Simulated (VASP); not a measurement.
OSZICAR of a VASP run on AuAl$_{2}$ (fluorite):

File OSZICAR:
```
       N       E                     dE             d eps       ncg     rms          rms(c)
DAV:   1     0.607780185746E+02    0.60778E+02   -0.69080E+03   712   0.115E+03
DAV:   2    -0.113174173669E+02   -0.72095E+02   -0.66058E+02   768   0.199E+02
DAV:   3    -0.133670643736E+02   -0.20496E+01   -0.20235E+01   856   0.330E+01
DAV:   4    -0.133869867082E+02   -0.19922E-01   -0.19912E-01   836   0.380E+00
DAV:   5    -0.133872906585E+02   -0.30395E-03   -0.30386E-03   888   0.505E-01    0.924E+00
DAV:   6    -0.121256004603E+02    0.12617E+01   -0.72186E+00   788   0.300E+01    0.381E+00
DAV:   7    -0.120469263762E+02    0.78674E-01   -0.33916E-01   728   0.700E+00    0.169E+00
DAV:   8    -0.120200920297E+02    0.26834E-01   -0.28833E-02   816   0.131E+00    0.417E-01
DAV:   9    -0.120187157869E+02    0.13762E-02   -0.43626E-03   792   0.790E-01    0.192E-01
DAV:  10    -0.120188453478E+02   -0.12956E-03   -0.24618E-04   768   0.137E-01    0.358E-02
DAV:  11    -0.120188381536E+02    0.71942E-05   -0.13061E-05   848   0.344E-02    0.139E-02
DAV:  12    -0.120188389009E+02   -0.74732E-06   -0.28584E-06   756   0.126E-02
   1 F= -.12018839E+02 E0= -.12017985E+02  d E =-.120188E+02
```

### Question
Which electronic solver shows in the log?

### Answer
It is blocked Davidson (ALGO = Normal, or the opening steps of other solvers). The INCAR had ALGO = Normal.

### Question
Can the final energy be trusted as converged?

### Answer
The calculation finished and met its thresholds. It stopped with EDIFF = 1E-6, NELM = 100, NSW = 60 and EDIFFG = -0.02 after 1 ionic step (PW91 GGA, plane waves, VASP's PBE PAW potentials (set 64)).

The compound is AuAl2 in the fluorite structure. It was relaxed first. The start is the result of an earlier pass. The electron count is odd and the run is not spin-polarised, which forces a metal.
